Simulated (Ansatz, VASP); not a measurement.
# Cross-check of GaN between VASP and Ansatz, part 2 of 2

Wanted: the spread between two codes on one cell, functional and k mesh. The cell is taken from a series of runs on this material, whose earlier steps may have relaxed, scaled, displaced or heated it; both programs get it as it stands.

VASP 6.6.1 and Ansatz 0.2.0.

So far: Set-up; Ansatz: zone-centre phonons, r2SCAN.

### Step 3. VASP: zone-centre phonons, r2SCAN

Level of this step: r2SCAN; plane waves and PAW (Ga_d, N) (VASP).

The same cell, functional and mesh now go to VASP, with its own data sets.

Lines of VASP's logs that name or quote its potential files are left out, and so is its time.

INCAR reads:

```
SYSTEM = GaN
PREC = Accurate
ENCUT = 660
EDIFF = 1E-08
NELM = 120
ISMEAR = 0
SIGMA = 0.01
LREAL = .FALSE.
ALGO = Normal
METAGGA = R2SCAN
LASPH = .TRUE.
NBANDS = 24
LORBIT = 11
LWAVE = .FALSE.
LCHARG = .FALSE.
ISIF = 2
IBRION = 6
NFREE = 2
POTIM = 0.015
NSW = 1
GGA_COMPAT = .FALSE.
EFERMI = MIDGAP
LMIXTAU = .TRUE.
KPAR = 2
```

POSCAR reads:

```
GaN
1.0
    3.1831425486      0.0000000000      0.0000000000
   -1.5915712743      2.7566823109      0.0000000000
    0.0000000000      0.0000000000      5.1836984244
Ga N
2 2
Direct
    0.3333333334      0.6666666668      0.9991119996
    0.6666666668      0.3333333334      0.4991119996
    0.3333333334      0.6666666668      0.3758880004
    0.6666666668      0.3333333334      0.8758880004
```

KPOINTS reads:

```
Automatic mesh
0
Gamma
9 9 6
0 0 0
```

Potentials, in the order of the species: Ga_d and N (PBE family, release 64).

Run with:

```
$ mpirun -np 2 vasp_std
```

Numbers of over 12 decimals in the logs are rounded to 6 here.

Output:

```text
[banner, memory and clock lines left out]
running    2 mpi-ranks, on    1 nodes
 distrk:  each k-point on    1 cores,    2 groups
 distr:  one band on    1 cores,    1 groups

 POSCAR found type information on POSCAR GaN
 POSCAR found :  2 types and       4 ions
|                                                                             |
|               ----> ADVICE to this user running VASP <----                  |
|                                                                             |
|     You enforced a specific xc type in the INCAR file but a different       |
|     [... a line on the potential file left out ...]
|     I HOPE YOU KNOW WHAT YOU ARE DOING!                                     |
|                                                                             |

 LDA part: xc-table for (None), standard interpolation
 POSCAR, INCAR and KPOINTS ok, starting setup
 FFT: planning ... GRIDC
 FFT: planning ... GRID_SOFT
 FFT: planning ... GRID
 WAVECAR not read
 entering main loop
       N       E                     dE             d eps       ncg     rms          rms(c)
DAV:   1     0.285320572354E+03    0.28532E+03   -0.21234E+04  2472   0.329E+03
DAV:   2    -0.148738041593E+02   -0.30019E+03   -0.28717E+03  2488   0.591E+02
DAV:   3    -0.524049433635E+02   -0.37531E+02   -0.37152E+02  2784   0.165E+02
DAV:   4    -0.536418636492E+02   -0.12369E+01   -0.12349E+01  2896   0.337E+01
DAV:   5    -0.536663526477E+02   -0.24489E-01   -0.24476E-01  2816   0.417E+00    0.102E+01
DAV:   6    -0.449362025597E+02    0.87302E+01   -0.10155E+01  3944   0.549E+01    0.328E+00
DAV:   7    -0.432449955038E+02    0.16912E+01   -0.16879E+00  2424   0.112E+01    0.232E+00
DAV:   8    -0.460967824932E+02   -0.28518E+01   -0.18032E+00  3232   0.154E+01    0.219E+00
DAV:   9    -0.446829579342E+02    0.14138E+01   -0.66523E-01  2600   0.903E+00    0.597E-01
DAV:  10    -0.438063645452E+02    0.87659E+00   -0.26395E-01  2936   0.544E+00    0.179E-01
DAV:  11    -0.438196691456E+02   -0.13305E-01   -0.24417E-02  2648   0.152E+00    0.293E-01
DAV:  12    -0.438154569004E+02    0.42122E-02   -0.10575E-03  3704   0.451E-01    0.254E-01
DAV:  13    -0.438169544157E+02   -0.14975E-02   -0.43344E-03  3632   0.993E-01    0.186E-01
DAV:  14    -0.438201202530E+02   -0.31658E-02   -0.87350E-03  3392   0.139E+00    0.601E-01
[...]
DAV:  22    -0.438219780685E+02    0.31963E-06   -0.11174E-06  3904   0.144E-02    0.353E-03
DAV:  23    -0.438219783840E+02   -0.31545E-06   -0.34538E-07  3584   0.574E-03    0.108E-03
DAV:  24    -0.438219784048E+02   -0.20801E-07   -0.35339E-08  2336   0.172E-03    0.183E-04
DAV:  25    -0.438219785735E+02   -0.16870E-06   -0.15706E-09  1304   0.123E-03    0.124E-04
DAV:  26    -0.438219786098E+02   -0.36338E-07   -0.20145E-09  1248   0.124E-03    0.773E-05
DAV:  27    -0.438219786705E+02   -0.60729E-07   -0.16257E-09  1192   0.443E-04    0.787E-05
DAV:  28    -0.438219786458E+02    0.24716E-07   -0.18479E-10  1176   0.203E-04    0.426E-05
DAV:  29    -0.438219786523E+02   -0.64838E-08   -0.11021E-10  1160   0.957E-05
   1 F= -.43821979E+02 E0= -.43821979E+02  d E =0.000000E+00
[...]
4 F= -.43819759E+02 E0= -.43819759E+02  d E =0.000000E+00
[...]
5 F= -.43819808E+02 E0= -.43819808E+02  d E =0.000000E+00
[...]
6 F= -.43820390E+02 E0= -.43820390E+02  d E =0.000000E+00
[...]
7 F= -.43820390E+02 E0= -.43820390E+02  d E =0.000000E+00
[...]
8 F= -.43819869E+02 E0= -.43819869E+02  d E =0.000000E+00
 Finite differences progress:
  Degree of freedom:   4/  4
  Displacement:        1/  2
  Total:               7/  8
 bond charge predicted
       N       E                     dE             d eps       ncg     rms          rms(c)
DAV:   1    -0.438175392583E+02    0.23297E-02   -0.32143E+00  3112   0.101E+01    0.202E-01
DAV:   2    -0.438196013320E+02   -0.20621E-02   -0.53464E-02  3944   0.352E+00    0.128E-01
DAV:   3    -0.438188964351E+02    0.70490E-03   -0.42269E-03  3352   0.760E-01    0.539E-02
DAV:   4    -0.438196511724E+02   -0.75474E-03   -0.15744E-03  3088   0.588E-01    0.282E-02
DAV:   5    -0.438196862513E+02   -0.35079E-04   -0.48874E-04  3304   0.468E-01    0.146E-02
DAV:   6    -0.438198402967E+02   -0.15405E-03   -0.19004E-04  3072   0.162E-01    0.829E-03
DAV:   7    -0.438198815476E+02   -0.41251E-04   -0.25474E-05  3480   0.487E-02    0.213E-03
DAV:   8    -0.438198808004E+02    0.74721E-06   -0.24414E-06  3840   0.263E-02    0.989E-04
DAV:   9    -0.438198829907E+02   -0.21903E-05   -0.61830E-07  3168   0.846E-03    0.743E-04
DAV:  10    -0.438198821053E+02    0.88535E-06   -0.30685E-07  3120   0.589E-03    0.253E-04
DAV:  11    -0.438198826130E+02   -0.50766E-06   -0.59930E-08  3288   0.218E-03    0.985E-05
DAV:  12    -0.438198826005E+02    0.12476E-07   -0.44342E-09  2496   0.879E-04    0.598E-05
DAV:  13    -0.438198827253E+02   -0.12481E-06   -0.26487E-09  1912   0.725E-04    0.247E-05
DAV:  14    -0.438198827037E+02    0.21622E-07   -0.40860E-10  1592   0.546E-04    0.174E-05
DAV:  15    -0.438198826992E+02    0.45138E-08   -0.24839E-10  1568   0.179E-04
   9 F= -.43819883E+02 E0= -.43819883E+02  d E =0.000000E+00
 Finite differences progress:
  Degree of freedom:   4/  4
  Displacement:        2/  2
  Total:               8/  8
```

Parts of OUTCAR (step 3):

```text
ion  position               nearest neighbor table
   1  0.333  0.667  0.999-   4 1.95   4 1.95   4 1.95   3 1.95
   2  0.667  0.333  0.499-   3 1.95   3 1.95   3 1.95   4 1.95
   3  0.333  0.667  0.376-   2 1.95   2 1.95   2 1.95   1 1.95
   4  0.667  0.333  0.876-   1 1.95   1 1.95   1 1.95   2 1.95

  LATTYP: Found a hexagonal cell.
 ALAT       =     3.1831425486
 C/A-ratio  =     1.6284845386

 Subroutine GETGRP returns: Found 12 space group operations
 (whereof  6 operations were pure point group operations)

The static configuration has the point symmetry C_3v.
 The point group associated with its full space group is C_6v.

 Found     48 irreducible k-points:

   k-points           NKPTS =     48   k-points in BZ     NKDIM =     48   number of bands    NBANDS=     24

   dimension x,y,z NGX =    28 NGY =   28 NGZ =   48
   dimension x,y,z NGXF=    56 NGYF=   56 NGZF=   96

   ENCUT  =  660.0 eV  48.51 Ry    6.96 a.u.   6.67  6.67 10.86*2*pi/ulx,y,z

   NELECT =      36.0000    total number of electrons

 k-points in reciprocal lattice and weights: Automatic mesh
   0.00000000  0.00000000  0.00000000       0.002
   0.11111111  0.00000000  0.00000000       0.012
   0.22222222 -0.00000000  0.00000000       0.012
   0.33333333  0.00000000  0.00000000       0.012
   0.44444444 -0.00000000  0.00000000       0.012
   0.11111111  0.11111111  0.00000000       0.012
   0.22222222  0.11111111  0.00000000       0.025
   0.33333333  0.11111111  0.00000000       0.025
   0.44444444  0.11111111  0.00000000       0.012
[...]
0.33333333  0.22222222  0.50000000       0.025
   0.33333333  0.33333333  0.50000000       0.004

 average (electrostatic) potential at core
       1 -68.2208       2 -68.2455       3 -64.8931       4 -64.8978

 E-fermi :   6.2755

 k-point     1 :       0.0000    0.0000    0.0000
  band No.  band energies     occupation
    ...
     14       4.0337      2.00000
     15       4.0337      2.00000
     16       5.0477      2.00000
     17       5.1089      2.00000
     18       5.1089      2.00000
     19       7.4422      0.00000
     20       9.9286      0.00000
     21      15.0511      0.00000
     22      15.6917      0.00000
     23      15.6917      0.00000
    ...

 k-point     2 :       0.1111    0.0000    0.0000
  band No.  band energies     occupation
    ...
     14       3.1668      2.00000
     15       3.7767      2.00000
     16       4.1407      2.00000
     17       4.9216      2.00000
     18       4.9973      2.00000
     19       8.3266      0.00000
     20      10.6555      0.00000
     21      14.5632      0.00000
     22      15.0160      0.00000
     23      16.0124      0.00000
    ...

 k-point     3 :       0.2222   -0.0000    0.0000
  band No.  band energies     occupation
    ...
     14       1.4498      2.00000
     15       2.5795      2.00000
     16       3.2072      2.00000
     17       4.5107      2.00000
     18       4.6936      2.00000
     19       9.6061      0.00000
     20      11.6000      0.00000
     21      13.3050      0.00000
     22      14.4107      0.00000
     23      16.0600      0.00000
    ...

  Total        0.2228481      0.2228481      0.4803783     -0.0000000      0.0000000      0.0000000
  in kB        7.8494080      7.8494080     16.9204330     -0.0000000      0.0000000      0.0000000
  external PRESSURE =      10.8730830 kB  Pullay stress =       0.0000000 kB

  energy-cutoff  :      660.00
  volume of cell :       45.49
      direct lattice vectors                 reciprocal lattice vectors
     3.183142549  0.000000000  0.000000000     0.314154954  0.181377447  0.000000000
    -1.591571274  2.756682311  0.000000000     0.000000000  0.362754894  0.000000000
     0.000000000  0.000000000  5.183698424     0.000000000  0.000000000  0.192912457

 POSITION                                       TOTAL-FORCE (eV/Angst)
 -----------------------------------------------------------------------------------
      0.00000      1.83779      5.17910        -0.000000      0.000000     -0.113436
      1.59157      0.91889      2.58725         0.000000     -0.000000     -0.075409
      0.00000      1.83779      1.93349        -0.000000      0.000000      0.286696
      1.59157      0.91889      4.54034        -0.000000      0.000000     -0.097851
 -----------------------------------------------------------------------------------
    total drift:                                0.000001      0.000001     -0.007129

  FREE ENERGIE OF THE ION-ELECTRON SYSTEM (eV)
  ---------------------------------------------------
  free  energy   TOTEN  =       -43.8198826992 eV

  energy  without entropy=      -43.8198826992  energy(sigma->0) =      -43.81988270

 Eigenvectors and eigenvalues of the dynamical matrix
 ----------------------------------------------------

   1 f  =   20.961751 THz   131.706568 2PiTHz  699.208763 cm-1    86.690799 meV
             X         Y         Z           dx          dy          dz
      0.000000  1.837788  5.179095     0.000000   -0.000000    0.035098
      1.591571  0.918894  2.587246     0.000000   -0.000000   -0.035098
      0.000000  1.837788  1.948490     0.000000   -0.000000   -0.706235
      1.591571  0.918894  4.540339    -0.000000    0.000000    0.706235

   2 f  =   17.044471 THz   107.093568 2PiTHz  568.542347 cm-1    70.490235 meV
             X         Y         Z           dx          dy          dz
      0.000000  1.837788  5.179095     0.241090    0.000003    0.000000
      1.591571  0.918894  2.587246    -0.241090   -0.000003    0.000000
      0.000000  1.837788  1.948490     0.664737    0.000008   -0.000000
      1.591571  0.918894  4.540339    -0.664737   -0.000008   -0.000000

   3 f  =   17.044471 THz   107.093568 2PiTHz  568.542347 cm-1    70.490235 meV
             X         Y         Z           dx          dy          dz
      0.000000  1.837788  5.179095     0.000003   -0.241090    0.000000
      1.591571  0.918894  2.587246    -0.000003    0.241090    0.000000
      0.000000  1.837788  1.948490     0.000008   -0.664737   -0.000000
      1.591571  0.918894  4.540339    -0.000008    0.664737   -0.000000

   4 f  =   16.726870 THz   105.098025 2PiTHz  557.948330 cm-1    69.176745 meV
             X         Y         Z           dx          dy          dz
      0.000000  1.837788  5.179095    -0.287955   -0.000001   -0.000000
      1.591571  0.918894  2.587246    -0.287955   -0.000001   -0.000000
      0.000000  1.837788  1.948490     0.645819    0.000002    0.000000
      1.591571  0.918894  4.540339     0.645819    0.000002    0.000000

   5 f  =   16.726870 THz   105.098025 2PiTHz  557.948330 cm-1    69.176745 meV
             X         Y         Z           dx          dy          dz
      0.000000  1.837788  5.179095     0.000001   -0.287955    0.000000
      1.591571  0.918894  2.587246     0.000001   -0.287955    0.000000
      0.000000  1.837788  1.948490    -0.000002    0.645819   -0.000000
      1.591571  0.918894  4.540339    -0.000002    0.645819   -0.000000

   6 f  =   16.067931 THz   100.957788 2PiTHz  535.968487 cm-1    66.451593 meV
             X         Y         Z           dx          dy          dz
      0.000000  1.837788  5.179095    -0.000000    0.000000    0.283898
      1.591571  0.918894  2.587246    -0.000000    0.000000    0.283898
      0.000000  1.837788  1.948490     0.000000   -0.000000   -0.647613
      1.591571  0.918894  4.540339     0.000000   -0.000000   -0.647613

   7 f  =    9.935880 THz    62.428975 2PiTHz  331.425280 cm-1    41.091479 meV
             X         Y         Z           dx          dy          dz
      0.000000  1.837788  5.179095    -0.000000    0.000000    0.706235
      1.591571  0.918894  2.587246    -0.000000    0.000000   -0.706235
      0.000000  1.837788  1.948490    -0.000000    0.000000    0.035098
      1.591571  0.918894  4.540339     0.000000   -0.000000   -0.035098

   8 f  =    4.149206 THz    26.070230 2PiTHz  138.402613 cm-1    17.159729 meV
             X         Y         Z           dx          dy          dz
      0.000000  1.837788  5.179095    -0.664737   -0.000022    0.000000
      1.591571  0.918894  2.587246     0.664737    0.000022    0.000000
      0.000000  1.837788  1.948490     0.241090    0.000008    0.000000
      1.591571  0.918894  4.540339    -0.241090   -0.000008    0.000000

   9 f  =    4.149206 THz    26.070230 2PiTHz  138.402613 cm-1    17.159729 meV
             X         Y         Z           dx          dy          dz
      0.000000  1.837788  5.179095     0.000022   -0.664737   -0.000000
      1.591571  0.918894  2.587246    -0.000022    0.664737   -0.000000
      0.000000  1.837788  1.948490    -0.000008    0.241090   -0.000000
      1.591571  0.918894  4.540339     0.000008   -0.241090   -0.000000

  10 f/i=    0.031244 THz     0.196309 2PiTHz    1.042171 cm-1     0.129213 meV
             X         Y         Z           dx          dy          dz
      0.000000  1.837788  5.179095    -0.396935   -0.509435   -0.000000
      1.591571  0.918894  2.587246    -0.396935   -0.509435   -0.000000
      0.000000  1.837788  1.948490    -0.176984   -0.227145   -0.000000
      1.591571  0.918894  4.540339    -0.176984   -0.227145   -0.000000

  11 f/i=    0.031244 THz     0.196309 2PiTHz    1.042171 cm-1     0.129213 meV
             X         Y         Z           dx          dy          dz
      0.000000  1.837788  5.179095     0.509435   -0.396935   -0.000000
      1.591571  0.918894  2.587246     0.509435   -0.396935   -0.000000
      0.000000  1.837788  1.948490     0.227145   -0.176984   -0.000000
      1.591571  0.918894  4.540339     0.227145   -0.176984   -0.000000

  12 f/i=    0.130826 THz     0.822002 2PiTHz    4.363877 cm-1     0.541052 meV
             X         Y         Z           dx          dy          dz
      0.000000  1.837788  5.179095     0.000000   -0.000000    0.647613
      1.591571  0.918894  2.587246     0.000000   -0.000000    0.647613
      0.000000  1.837788  1.948490     0.000000   -0.000000    0.283898
      1.591571  0.918894  4.540339     0.000000   -0.000000    0.283898

 ELASTIC MODULI CONTR FROM IONIC RELAXATION (kBar)
 Direction    XX          YY          ZZ          XY          YZ          ZX
 --------------------------------------------------------------------------------
 XX        -657.4784    308.0074    334.3721      0.0000     -0.0000      0.0000
 YY         308.0074   -657.4784    334.3721      0.0000      0.0000     -0.0000
 ZZ         334.3721    334.3721   -639.8510     -0.0000     -0.0000     -0.0000
 XY           0.0000      0.0000     -0.0000   -482.7429      0.0000     -0.0000
 YZ          -0.0000      0.0000     -0.0000      0.0000   -170.8794      0.0000
 ZX           0.0000     -0.0000     -0.0000     -0.0000      0.0000   -170.8994
 --------------------------------------------------------------------------------

 total charge
# of ion       s       p       d       tot
------------------------------------------
    1        0.755   0.882  10.194  11.831
    2        0.755   0.882  10.194  11.831
    3        1.229   2.544   0.000   3.773
    4        1.229   2.544   0.000   3.773
--------------------------------------------------
tot          3.967   6.852  20.389  31.208

[... 3 further parts left out ...]
```

CONTCAR:

```
GaN
   1.00000000000000
     3.1831425485999998    0.0000000000000000    0.0000000000000000
    -1.5915712742999999    2.7566823109000000    0.0000000000000000
     0.0000000000000000    0.0000000000000000    5.1836984244000002
  Ga              N
     2     2
Direct
     0.3333333333999988    0.6666666667999976    0.9991119995999966
     0.6666666667999976    0.3333333333999988    0.4991119995999966
     0.3333333333999988    0.6666666667999976    0.3729943135432615
     0.6666666667999976    0.3333333333999988    0.8758880004000034
```

The last energy, forces, stress and levels in OUTCAR belong to the last displaced cell, not to the cell of POSCAR.

Levels, forces or a CONTCAR printed for this step are those of its last displaced cell, not of the structure at rest.

### Step 4. Side by side

Known differences besides the potentials themselves: VASP keeps PBE cores, Ansatz makes them for the functional; fixed occupations in Ansatz, narrow Gaussian smearing in VASP; the cutoff is 500 eV in Ansatz and 660 eV in VASP; VASP uses finite displacements, Ansatz perturbation theory. Total energies have different zeros and are not compared.

Compared:

```csv
quantity,Ansatz,VASP,difference
optical mode 1 to 2 (cm⁻¹),142.5,138.4,+2.97 %
optical mode 3 (cm⁻¹),335.5,331.4,+1.23 %
optical mode 4 (cm⁻¹),530.4,536.0,-1.04 %
optical mode 5 to 6 (cm⁻¹),553.8,557.9,-0.75 %
optical mode 7 to 8 (cm⁻¹),563.7,568.5,-0.85 %
optical mode 9 (cm⁻¹),696.5,699.2,-0.39 %
```

Modes are paired by rising frequency, not by their patterns, so a pair may set unlike modes beside each other; they are those without the splitting of longitudinal modes.

### Step 5. Summary of results

| Quantity | Value |
| --- | --- |
| r.m.s. difference of the optical zone-centre modes, each program's sorted by frequency (zone-centre phonons, r2SCAN) | 4.4 cm⁻¹ |
| difference in optical mode 1 to 2 (zone-centre phonons, r2SCAN) | +3.0 % |

**Reading.** The r.m.s. difference of the optical zone-centre modes, each program's sorted by frequency is 4.4 cm⁻¹ (zone-centre phonons, r2SCAN). Among the rows given in per cent, the largest difference of the zone-centre phonons, r2SCAN pair is in optical mode 1 to 2, +3.0 %. How closely two codes agree says nothing of how well the functional describes the real material.

[Lines on the potential files, build, host, timing and source positions are cut from VASP's logs without a mark.]

[Logs are printed without paths, hosts, clocks, repeated set-up lines and the standing remarks that a program may print on its own settings, such as how far it seeks lower states.]

[Hosts, paths, dates, database ids (printed as entryN), source tags and the programs' standing remarks are cut or masked in the printed files.]
